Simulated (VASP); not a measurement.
Given:

```
LiF
1.0
    0.00000     2.06482     2.06482
    2.06482     0.00000     2.06482
    2.06482     2.06482     0.00000
Li F
1 1
Direct
  0.00000   0.00000   0.00000
  0.50000   0.50000   0.50000
```

Calculation: revPBE GGA, VASP's PBE PAW potentials (set 64) (plane waves; VASP 6.6.1). Numerical set-up: 520 eV cut-off, Gaussian smearing of 0.050 eV, potentials Li_sv F.

Problem. Predict the band gap (along the path) with the smallest direct gap where there is one.

Solution. 
```json
{
  "band gap (along the path)": "8.66 eV",
  "smallest direct gap (along the path)": "8.66 eV"
}
```

Total energies compare only between runs with the same potentials, cut-off and functional.

The compound is LiF in the rock salt structure. It was relaxed first, which changed the volume by +8 %.
